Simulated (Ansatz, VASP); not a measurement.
# LiW2 (LiW2 in the C11b ordering) in two plane-wave programs

One calculation is typed for both programs; each brings its own data sets. How far apart do they land? The cell is generated by rule, not measured, and may not be a known phase. The two relaxations start from unlike cells of this crystal (the structure described is Ansatz's start), so only their ends are compared. Other levels of theory on this material are compared in a session of their own.

Program: Ansatz 0.2.0. Level of theory: plane waves, with VASP 6.6.1 beside it; PBE with D3(BJ). Results are calculated unless marked as measured.

The structure was built from a prototype and need not be the compound's stable phase.

### 1. Starting point

Symmetry: I4/mmm, No. 139, tetragonal system. Conventional cell: a = 3.301 Å, b = 3.301 Å, c = 8.180 Å, α = 90.00°, β = 90.00°, γ = 90.00°. Nearest to Li lie 10 W at 2.70 to 2.71 Å. Nearest to W lie 5 W at 2.68 to 2.77 Å and 5 Li at 2.70 to 2.71 Å. Farther neighbours are not listed.

### 2. VASP: relaxation of cell and atoms, PBE with D3(BJ)

The relaxed volume is the usual yardstick between codes: in a stiff, nearly cubic crystal its relative difference is about their pressure difference at one cell divided by the bulk modulus.

Lines of VASP's logs that name or quote its potential files are left out, and so is its time.

Input file INCAR:

```
SYSTEM = LiW2
PREC = Accurate
ENCUT = 750
EDIFF = 1E-07
NELM = 120
ISMEAR = 1
SIGMA = 0.2
LREAL = .FALSE.
ALGO = Normal
GGA = PE
IVDW = 12
NBANDS = 13
LASPH = .TRUE.
LORBIT = 11
LWAVE = .FALSE.
LCHARG = .FALSE.
ISIF = 3
IBRION = 2
NSW = 80
EDIFFG = -0.005
GGA_COMPAT = .FALSE.
NELMIN = 4
KPAR = 2
```

Input file POSCAR:

```
LiW2
1.0
    3.2520728535      0.0000000000      0.0000019706
    0.0000000000      3.2520728535      0.0000019706
    1.6260339636      1.6260339636      4.0301023086
Li W
1 2
Direct
    0.0000000000      0.0000000000      0.0000000000
    0.6685987831      0.6685987831      0.6628022232
    0.3314013391      0.3314013391      0.3371975323
```

Input file KPOINTS:

```
Automatic mesh
0
Gamma
10 10 10
0 0 0
```

The projector-augmented-wave data sets are Li_sv and W (PBE family, release 64).

Run with:

```sh
> mpirun -np 2 vasp_std
```

Numbers of over 12 decimals in the logs are rounded to 6 here.

Log:

```text
[banner, memory and clock lines left out]
running    2 mpi-ranks, on    1 nodes
 distrk:  each k-point on    1 cores,    2 groups
 distr:  one band on    1 cores,    1 groups

 POSCAR found type information on POSCAR LiW
 POSCAR found :  2 types and       3 ions
 LDA part: xc-table for (Slater+PW92), standard interpolation
 POSCAR, INCAR and KPOINTS ok, starting setup
 FFT: planning ... GRIDC
 FFT: planning ... GRID_SOFT
 FFT: planning ... GRID
 WAVECAR not read
 entering main loop
       N       E                     dE             d eps       ncg     rms          rms(c)
DAV:   1     0.603236303856E+02    0.60324E+02   -0.73086E+03  2652   0.136E+03
DAV:   2    -0.215333511149E+02   -0.81857E+02   -0.73915E+02  3259   0.285E+02
DAV:   3    -0.274740774618E+02   -0.59407E+01   -0.55825E+01  3726   0.576E+01
DAV:   4    -0.278176717080E+02   -0.34359E+00   -0.34145E+00  3730   0.145E+01
DAV:   5    -0.278265354181E+02   -0.88637E-02   -0.88603E-02  3662   0.207E+00    0.260E+01
DAV:   6    -0.265508850318E+02    0.12757E+01   -0.18288E+00  3186   0.818E+00    0.120E+01
DAV:   7    -0.262802045159E+02    0.27068E+00   -0.94265E-01  3729   0.606E+00    0.112E+00
DAV:   8    -0.262659824066E+02    0.14222E-01   -0.55432E-02  3139   0.161E+00    0.357E-01
DAV:   9    -0.262655620696E+02    0.42034E-03   -0.20755E-03  3682   0.319E-01    0.773E-02
DAV:  10    -0.262655935229E+02   -0.31453E-04   -0.22533E-04  3620   0.968E-02    0.244E-02
DAV:  11    -0.262656005167E+02   -0.69937E-05   -0.21961E-05  3554   0.281E-02    0.799E-03
DAV:  12    -0.262656000422E+02    0.47447E-06   -0.35151E-06  3145   0.143E-02    0.408E-03
DAV:  13    -0.262655998832E+02    0.15897E-06   -0.22777E-07  2776   0.355E-03    0.362E-04
DAV:  14    -0.262655998696E+02    0.13658E-07   -0.18636E-08  1751   0.134E-03
   1 F= -.27933080E+02 E0= -.27927763E+02  d E =-.279331E+02
 curvature:   0.00 expect dE= 0.000E+00 dE for cont linesearch  0.000E+00
 trial: gam= 0.00000 g(F)=  0.552E-09 g(S)=  0.504E-05 ort = 0.000E+00 (trialstep = 0.100E+01)
 search vector abs. value=  0.504E-05
 bond charge predicted
       N       E                     dE             d eps       ncg     rms          rms(c)
DAV:   1    -0.262652057768E+02    0.39411E-03   -0.31147E-04  2687   0.149E-01    0.187E-02
DAV:   2    -0.262652010829E+02    0.46939E-05   -0.14772E-05  3294   0.266E-02    0.895E-03
DAV:   3    -0.262652008631E+02    0.21979E-06   -0.23104E-06  3393   0.934E-03    0.255E-03
DAV:   4    -0.262652009299E+02   -0.66802E-07   -0.20078E-07  2213   0.298E-03
   2 F= -.27933083E+02 E0= -.27927765E+02  d E =-.311991E-05
 trial-energy change:   -0.000003  1 .order   -0.000003   -0.000005   -0.000000
 step:   1.0473(harm=  1.0743)  dis= 0.00000  next Energy=   -27.933083 (dE=-0.313E-05)
 reached required accuracy - stopping structural energy minimisation
```

From OUTCAR (step 2):

```text
ion  position               nearest neighbor table
   1  0.000  0.000  0.000-   3 2.67   3 2.67   3 2.67   2 2.67   3 2.67   2 2.67   2 2.67   2 2.67
                             2 2.67   3 2.67
   2  0.669  0.669  0.663-   3 2.65   3 2.65   3 2.65   3 2.65   1 2.67   1 2.67   1 2.67   1 2.67
                             1 2.67   3 2.72
   3  0.331  0.331  0.337-   2 2.65   2 2.65   2 2.65   2 2.65   1 2.67   1 2.67   1 2.67   1 2.67
                             1 2.67   2 2.72

  LATTYP: Found a body centered tetragonal cell.
 ALAT       =     3.2520728535
 C/A-ratio  =     2.4784809686

 Subroutine GETGRP returns: Found 16 space group operations
 (whereof 16 operations were pure point group operations)

The static configuration has the point symmetry D_4h.

 Found    102 irreducible k-points:

   k-points           NKPTS =    102   k-points in BZ     NKDIM =    102   number of bands    NBANDS=     13

   dimension x,y,z NGX =    30 NGY =   30 NGZ =   42
   dimension x,y,z NGXF=    60 NGYF=   60 NGZF=   84

   ENCUT  =  750.0 eV  55.12 Ry    7.42 a.u.   7.26  7.26 10.36*2*pi/ulx,y,z

   NELECT =      15.0000    total number of electrons

 k-points in reciprocal lattice and weights: Automatic mesh
   0.00000000  0.00000000  0.00000000       0.001
   0.10000000 -0.00000000 -0.00000000       0.008
   0.20000000 -0.00000000 -0.00000000       0.008
   0.30000000 -0.00000000 -0.00000000       0.008
   0.40000000 -0.00000000 -0.00000000       0.008
   0.50000000  0.00000000 -0.00000000       0.004
   0.10000000  0.10000000 -0.00000000       0.008
   0.20000000  0.10000000 -0.00000000       0.016
   0.30000000  0.10000000 -0.00000000       0.016
[...]
-0.10000000 -0.10000000  0.40000000       0.004
   0.00000000  0.00000000  0.50000000       0.001

 Edisp (eV)   -1.66748

 average (electrostatic) potential at core
       1 -57.5342       2 -39.1347       3 -39.1347

 E-fermi :   5.9725

 k-point     1 :       0.0000    0.0000    0.0000
  band No.  band energies     occupation
    ...
      2      -1.8649      2.00000
      3       1.9200      2.00000
      4       2.6387      2.00000
      5       5.0954      2.00000
      6       5.3332      2.00006
      7       6.1268      0.03530
      8       6.1268      0.03530
      9       6.3042     -0.04079
     10       6.6771     -0.00001
     11       6.6771     -0.00001
    ...

 k-point     2 :       0.1000   -0.0000   -0.0000
  band No.  band energies     occupation
    ...
      3       2.0133      2.00000
      4       2.7280      2.00000
      5       4.7011      2.00000
      6       4.8089      2.00000
      7       5.6487      2.04435
      8       6.3507     -0.02238
      9       6.7273     -0.00000
     10       6.9049     -0.00000
     11       7.1997     -0.00000
     12      10.6547      0.00000
    ...

 k-point     3 :       0.2000   -0.0000   -0.0000
  band No.  band energies     occupation
    ...
      4       3.1126      2.00000
      5       3.8819      2.00000
      6       4.2296      2.00000
      7       5.7449      2.06832
      8       5.8412      1.88763
      9       6.9563     -0.00000
     10       7.8207     -0.00000
     11       7.9194     -0.00000
     12      10.6668      0.00000
     13      11.6800      0.00000

 Edisp (eV)   -1.66788

  Total       0.00777     0.00777     0.00011     0.00000     0.00000     0.00000
  in kB       0.29232     0.29232     0.00397     0.00000     0.00000     0.00000
  external pressure =        0.20 kB  Pullay stress =        0.00 kB

  energy-cutoff  :      750.00
  volume of cell :       42.61
      direct lattice vectors                 reciprocal lattice vectors
     3.252147514  0.000000000  0.000001971     0.307489202  0.000000075 -0.124101301
     0.000000000  3.252147514  0.000001971     0.000000075  0.307489202 -0.124101301
     1.626071294  1.626071294  4.028962495    -0.000000150 -0.000000150  0.248202978

 POSITION                                       TOTAL-FORCE (eV/Angst)
 -----------------------------------------------------------------------------------
      3.25215      3.25215      0.00000         0.000000      0.000000      0.000000
      3.25215      3.25215      2.67041        -0.000000     -0.000000      0.002924
      1.62607      1.62607      1.35855         0.000000      0.000000     -0.002924
 -----------------------------------------------------------------------------------
    total drift:                                0.000000      0.000000      0.000021

  FREE ENERGIE OF THE ION-ELECTRON SYSTEM (eV)
  ---------------------------------------------------
  free  energy   TOTEN  =       -27.9330834488 eV

  energy  without entropy=      -27.9171271429  energy(sigma->0) =      -27.92776468

 reached required accuracy - stopping structural energy minimisation

 total charge
# of ion       s       p       d       tot
------------------------------------------
    1        2.065   0.129   0.000   2.193
    2        0.715   0.577   4.207   5.499
    3        0.715   0.577   4.207   5.499
--------------------------------------------------
tot          3.495   1.282   8.414  13.191

[... 3 further parts left out ...]
```

Dispersion corrections of this kind ignore metallic screening and tend to overbind metals.

### 3. Ansatz: relaxation of cell and atoms, PBE with D3(BJ)

Ansatz runs on its default PAW (the set named soft_2) files.

Its own start cell and the same functional, mesh and smearing now go to Ansatz, which takes its cutoff from its data sets.

Input file input.yaml:

```yaml
crystal:
  lattice:
    - [3.3009546344, 0.0, 1.6786e-06]
    - [0.0, 3.3009546344, 1.6786e-06]
    - [1.6504752374, 1.6504752374, 4.0898995898]
  atoms:
    - { symbol: Li, position: [0.0, 0.0, 0.0] }
    - { symbol: W, position: [0.669514744, 0.669514744, 0.660970512] }
    - { symbol: W, position: [0.330485256, 0.330485256, 0.339029488] }
kpoints:
  mp_grid: { grid: [10, 10, 10] }
hamiltonian:
  xc: pbe
  dispersion: d3bj
scf:
  occupations: { method: methfessel_paxton, width: 0.2 }
output:
  forces: true
  stress: true
  eigenvalues: true
  write_density: true
  write_potential: true
  elf: true
  volumetric_format: npy
relax:
  adjacent_minimum: "off"
  f_tol: 0.001
  max_steps: 60
  cell: { stress_tol: 0.01 }
```

Run with:

```sh
> ansatz run input.yaml --threads 4 --pin off --max-ram 8192MiB --backend cpu --events-out ev --progress --plain --runs-dir out
```

Log:

```text
Engine: ansatz 0.2.0, x86_64-unknown-linux-gnu
Pseudopotentials: kind: paw
Pseudopotential: Li, paw, valence charge 3, recommended cutoff 420 eV (normal), Li.paw.azcp
Pseudopotential: W, paw, valence charge 14, recommended cutoff 420 eV (normal), W.paw.azcp
Functional definition: PBE
  parameter kappa = 0.804
  parameter beta = 0.066725
  exchange = pbe_x(kappa = kappa, mu = beta*pi^2/3)
  correlation = pbe_c(beta = beta)
Crystal: 3 atoms, lattice volume = 44.565 Å³
Basis set: ecut = 420 eV, 881 PW (Γ), exchange–correlation on 48×48×64 points (8 copies of the dense FFT grid, shifted against one another)
Bands: 20, of which v1, the nominal top of the filled ones, is band 16 counted from 1 (15 counted from 0)
Symmetry: 16 space group operations
Space group: I4/mmm (ITA 139), of the structure as read, at distance tolerance 3.5e-5 Å
k-points: 102 of 1000
Non-local potential: Li, projectors of the file, l = 0: 3, l = 1: 2, l = 2: 1
Non-local potential: W, projectors of the file, l = 0: 3, l = 1: 2, l = 2: 2, l = 3: 1
PAW form: soft (Blöchl's): semilocal exchange-correlation on the pseudo side does not see the compensation charge
PAW one-centre angular grid: Li, 110 points (default); XC on 64 Gauss nodes
PAW one-centre angular grid: W, 590 points (default); XC on 64 Gauss nodes
Initial density: superposition of atomic densities (neutral atoms: chi_scale 0, normalization atom), corrected by the library's trained network
Initial wavefunctions: pseudopotential atomic-orbital guess
Functional: x = pbe(κ = 0.804, μ = 0.219515), c = pbe(β = 0.066725)
SCF iter   1: F=—  HF=-20974.284168 eV  |F-HF|=—  |Δ(HF+E_count)|=         —  Δρ=5.34e-3  dr2=1.90e-2  ethr=1.77e-3  ⟨swp⟩=5.0  Hψ=8533  notcnv=0
preconditioner: auto → Kerker (q_TF=auto, 2.568 Å⁻¹)  [metal: Δε(μ)=0.018 eV  Ē_g=4.877 eV  σ=0.200 eV  W_gap=0.08  n_scr=10 (ndim 8)  ℏωp=20.1 eV  f_vac=0.000  D(μ)=4.33/eV (n_scr^D=52)]
SCF iter   2: F=—  HF=-20974.281863 eV  |F-HF|=—  |Δ(HF+E_count)|=   2.31e-3  S|Δr|=    0.00e0  Δρ=3.25e-3  dr2=7.19e-3  ethr=6.12e-5  ⟨swp⟩=1.4  Hψ=2961  notcnv=0
SCF iter   3: F=—  HF=-20974.280089 eV  |F-HF|=—  |Δ(HF+E_count)|=   1.77e-3  S|Δr|=    0.00e0  Δρ=4.43e-4  dr2=1.12e-4  ethr=2.32e-5  ⟨swp⟩=2.0  Hψ=2705  notcnv=0
SCF iter   4: F=—  HF=-20974.280056 eV  |F-HF|=—  |Δ(HF+E_count)|=   3.32e-5  S|Δr|=    0.00e0  Δρ=1.00e-4  dr2=5.12e-6  ethr=3.61e-7  ⟨swp⟩=2.0  Hψ=2642  notcnv=0
SCF iter   5: F=—  HF=-20974.280044 eV  |F-HF|=—  |Δ(HF+E_count)|=   1.24e-5  S|Δr|=    0.00e0  Δρ=3.03e-5  dr2=4.24e-7  ethr=1.65e-8  ⟨swp⟩=2.5  Hψ=3104  notcnv=0
SCF iter   6: F=-20974.280044 eV  HF=-20974.280044 eV  |F-HF|=1.39e-9  |Δ(HF+E_count)|=   7.57e-8  S|Δr|=    0.00e0  Δρ=5.67e-6  dr2=1.16e-8  ethr=3.23e-10  ⟨swp⟩=9.1  Hψ=12971  notcnv=0
SCF 1 converged in 6 iterations: F = -20974.280044 eV  dr2 = 1.16e-8
  greatest PAW one-centre occupation: 1.000 electrons in one spin orbital (limit 2), on the Li atom at site 0 (counted from 0), in its partial waves of l = 0
relax step   1: F+E_penalty+E_count = -20974.28004367 eV  Δ(F+E_penalty+E_count) = +0.000e0 eV  max|allowed force component| = 5.490e-3 eV/Å  Δτ_max = 0.0000 Å  P = -5.914 GPa  Ω = 44.565 Å³  (6 SCF iters, dr2 threshold 1.00e-7 eV, accepted)
[...]
relax step   3: F+E_penalty+E_count = -20974.30916553 eV  Δ(F+E_penalty+E_count) = -2.912e-2 eV  max|allowed force component| = 3.249e-2 eV/Å  Δτ_max = 0.0085 Å  P = -0.514 GPa  Ω = 43.175 Å³  energy of the carried Pulay correction = +4.032e-4 eV  (9 SCF iters, accepted)
[...]
relax step   4: F+E_penalty+E_count = -20974.30954654 eV  Δ(F+E_penalty+E_count) = -3.810e-4 eV  max|allowed force component| = 1.879e-2 eV/Å  Δτ_max = 0.0017 Å  P = +0.068 GPa  Ω = 43.028 Å³  energy of the carried Pulay correction = +4.466e-4 eV  (3 SCF iters, dr2 threshold 3.00e-7 eV, accepted)
[...]
relax step   5: F+E_penalty+E_count = -20974.30957038 eV  Δ(F+E_penalty+E_count) = -2.384e-5 eV  max|allowed force component| = 1.017e-2 eV/Å  Δτ_max = 0.0011 Å  P = -0.026 GPa  Ω = 43.034 Å³  energy of the carried Pulay correction = +4.447e-4 eV  (4 SCF iters, dr2 threshold 4.14e-8 eV, accepted)
[...]
relax step   6: F+E_penalty+E_count = -20974.30957875 eV  Δ(F+E_penalty+E_count) = -8.374e-6 eV  max|allowed force component| = 2.340e-4 eV/Å  Δτ_max = 0.0003 Å  P = +0.001 GPa  Ω = 43.034 Å³  energy of the carried Pulay correction = +4.450e-4 eV  (4 SCF iters, dr2 threshold 2.26e-8 eV, accepted)
[...]
relax step   7: F+E_penalty+E_count = -20974.30912899 eV  Δ(F+E_penalty+E_count) = +4.498e-4 eV  max|allowed force component| = 7.230e-5 eV/Å  Δτ_max = 0.0000 Å  P = +0.001 GPa  Ω = 43.034 Å³  stress off target by 5.45e-3 GPa  SCF on the basis re-selected at this cell (its energy is not comparable with the rows above)  (6 SCF iters)
basis re-selected at this cell: Δ(F+E_penalty+E_count) = +4.498e-4 eV, ΔP = +0.001 GPa vs the last step (what re-selecting the basis moved, of the pressure what is left beyond the Pulay correction that the steps carried, after the strain that the cell walked since its last selection, with what the two solves' SCF thresholds leave and, on support functions, any second-order correction that the steps lacked; it is no m [...]
SCF converged after 6 iterations
Stability not checked: this state was not tested for a lower state beside it, because cold or Methfessel-Paxton smearing, or corrected tetrahedra, fill the levels in a way that the test cannot read (fill_not_monotonic; see scf.lower_state_search)
Free energy (F): -20974.309129 eV
Harris-Foulkes:  -20974.309129 eV  (|F-HF|=1.09e-11)
Internal energy: -20974.292504 eV  (E = F + TS)
E sigma→0 (E₀):  -20974.304973 eV
Entropy (-TS):   -0.016625 eV (-5.542 meV/atom)
Fermi energy:    16.993778 eV
--- Per-component energies (eV) ---
  E_band       = -342.298361
  E_kinetic    = 922.998151
  E_local      = -1699.621617  (includes V_loc(G=0)·N_el)
  E_nonlocal   = -28.542473
  E_hartree    = 608.198297
  E_xc         = -543.836405
  E_vxc        = -490.501101  (∫ρ·V_xc dr)
  E_paw        = -17146.628337  (= ΣΔE_a)
  E_vpaw       = -263.027844  (= ΣTr[D̂ρ^β])
  E_aug_tail   = -0.000073  (compensation charges beyond the density's cutoff)
  E_ewald      = -3085.208483
  E_disp       = -1.651564  (pairwise vdW)
  E_smearing   = -0.016625  (= −TS)
  E_closure    = 0.000000  (closes the sum)
  Σ components = -20974.309129   (vs F -20974.309129, Δ=0.00e0)
--- Forces (eV/Å), atoms counted from 1 ---
  atom   1  Li     0.00000000     0.00000000     0.00000000
  atom   2  W      0.00000000     0.00000000    -0.00007230
  atom   3  W     -0.00000000    -0.00000000     0.00007230
  max |Σ_I F_I| component: 1.36e-20 eV/Å
--- Stress (GPa, compression-positive) ---
        0.004366       0.000000       0.000000
        0.000000       0.004366       0.000000
        0.000000       0.000000      -0.005455
  P = ⅓ Tr σ = 0.0011 GPa (0.011 kbar)
--- Band table (eV; the first three rows and the last of 102) ---
  k-point 0: bands = [... 12 lower, 16.1421, 16.3855, 17.1402, 17.1402, 17.2940, 17.6927, 17.6927, 21.5937]
  k-point 1: bands = [... 12 lower, 16.0469, 16.4052, 16.9280, 16.9280, 17.4151, 17.9839, 17.9839, 21.5451]
  k-point 2: bands = [... 12 lower, 15.7219, 16.4582, 16.6334, 16.6334, 17.7310, 18.5149, 18.5149, 21.4176]
  k-point 101: bands = [... 12 lower, 14.2799, 15.9037, 16.3183, 17.2162, 20.1558, 20.2115, 20.2614, 20.3773]
--- Relaxed structure (6 steps of the walk, 5 accepted, 1 SCFs on fresh bases) ---
  F+E_penalty+E_count = -20974.30912899 eV   max|allowed force component| = 7.230e-5 eV/Å   (the final SCF, on the basis selected at the relaxed cell)
  cell:  # Å, volume = 43.0335 Å³
    - [3.263608, -4.21971559054989e-13, 1.6596113325234793e-6]
    - [-4.2197155906048574e-13, 3.263608, 1.6596113325342885e-6]
    - [1.631802, 1.631802, 4.040275]
  atoms:
    - { symbol: Li, position: [0, 0, 0] }
    - { symbol: W, position: [0.668169, 0.668169, 0.663662] }
    - { symbol: W, position: [0.331831, 0.331831, 0.336338] }
```

### 4. Side by side

Known differences besides the potentials themselves: the data sets hold 31 valence electrons in Ansatz (on its default PAW (the set named soft_2) files) and 15 in VASP; the cutoff is 420 eV in Ansatz and 750 eV in VASP; Ansatz adds a Pulay correction to the stress that steers its cell, VASP none. Total energies have different zeros and are not compared.

Compared:

| quantity | Ansatz | VASP | difference |
| --- | --- | --- | --- |
| volume (Å³) | 43.03 | 42.61 | +0.99 % |
| edge a after relaxation, in the typed setting (Å) | 3.264 | 3.252 | +0.35 % |
| edge c after relaxation, in the typed setting (Å) | 4.653 | 4.639 | +0.30 % |

### 5. Summary of results

```yaml
difference_in_volume_relaxation_of_cell_and_atoms_pbe_with_d3_bj: 0.99 %
```

**Reading.** The difference in volume is 0.99 % (relaxation of cell and atoms, PBE with D3(BJ)), within the 1.2 % picked in this series as the mark of a large difference, as far as the stopping tolerances let one tell. The data sets hold unlike numbers of valence electrons (31 in Ansatz and 15 in VASP), so part of the differences may come from the potentials. 3 further pairs of this series are not shown here. Such differences can come from data sets, numerical settings and the points named under the comparisons, not from the functional's error against experiment.

[Lines on the potential files, build, host, timing and source positions are cut from VASP's logs without a mark.]

[Logs are printed without paths, hosts, clocks, repeated set-up lines and the standing remarks that a program may print on its own settings, such as how far it seeks lower states.]

[Hosts, paths, dates, database ids (printed as entryN), source tags and the programs' standing remarks are cut or masked in the printed files.]
